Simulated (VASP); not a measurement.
OSZICAR of a VASP run on Be$_{3}$HgSe$_{4}$ (ordered alloy cell):

File OSZICAR:
```
       N       E                     dE             d eps       ncg     rms          rms(c)
DAV:   1     0.210114088465E+03    0.21011E+03   -0.16096E+04   520   0.115E+03
DAV:   2    -0.176748317673E+02   -0.22779E+03   -0.22219E+03   622   0.253E+02
DAV:   3    -0.332831800956E+02   -0.15608E+02   -0.15555E+02   688   0.721E+01
DAV:   4    -0.334646158998E+02   -0.18144E+00   -0.18120E+00   648   0.829E+00
DAV:   5    -0.334668666002E+02   -0.22507E-02   -0.22496E-02   664   0.926E-01    0.108E+01
DAV:   6    -0.325802492935E+02    0.88662E+00   -0.18683E+00   656   0.192E+01    0.863E+00
DAV:   7    -0.325004629330E+02    0.79786E-01   -0.12883E+00   610   0.676E+00    0.401E+00
DAV:   8    -0.324939784906E+02    0.64844E-02   -0.29534E-01   566   0.599E+00    0.119E+00
DAV:   9    -0.324884384212E+02    0.55401E-02   -0.37928E-02   604   0.268E+00    0.244E-01
DAV:  10    -0.324891763420E+02   -0.73792E-03   -0.53530E-03   618   0.433E-01    0.222E-01
DAV:  11    -0.324889848027E+02    0.19154E-03   -0.27352E-04   626   0.186E-01    0.153E-01
DAV:  12    -0.324888698347E+02    0.11497E-03   -0.19374E-03   616   0.481E-01    0.288E-02
DAV:  13    -0.324888607176E+02    0.91171E-05   -0.32644E-04   566   0.180E-01    0.229E-02
DAV:  14    -0.324888614810E+02   -0.76337E-06   -0.71866E-06   590   0.145E-02
   1 F= -.32488861E+02 E0= -.32488861E+02  d E =-.324889E+02
       N       E                     dE             d eps       ncg     rms          rms(c)
DAV:   1    -0.324893525163E+02   -0.49180E-03   -0.28627E-02   536   0.986E-01    0.112E-01
DAV:   2    -0.324892672242E+02    0.85292E-04   -0.18646E-03   644   0.311E-01    0.777E-02
DAV:   3    -0.324892322119E+02    0.35012E-04   -0.10167E-04   586   0.634E-02    0.562E-02
DAV:   4    -0.324892220376E+02    0.10174E-04   -0.16668E-05   558   0.204E-02    0.136E-02
DAV:   5    -0.324892206115E+02    0.14262E-05   -0.29035E-06   472   0.163E-02    0.584E-03
DAV:   6    -0.324892204152E+02    0.19625E-06   -0.46085E-07   284   0.445E-03
   2 F= -.32489220E+02 E0= -.32489220E+02  d E =-.358934E-03
```

Task: Which electronic solver shows in the log?

Result: It is blocked Davidson (ALGO = Normal, or the opening steps of other solvers). The INCAR had ALGO = Normal.

Task: Can the final energy be trusted as converged?

Result: The calculation finished and met its thresholds. It stopped with EDIFF = 1E-6, NELM = 100, NSW = 60 and EDIFFG = -0.02 after 2 ionic steps (PBEsol GGA, plane waves, VASP's PBE PAW potentials (set 64)).

The structure was generated: Be3HgSe4 was put into an ordered model structure (P-43m), which need not be its known phase. This run relaxes it. Symmetry was kept, so distortions that lower it aren't found. The start is the result of an earlier pass.
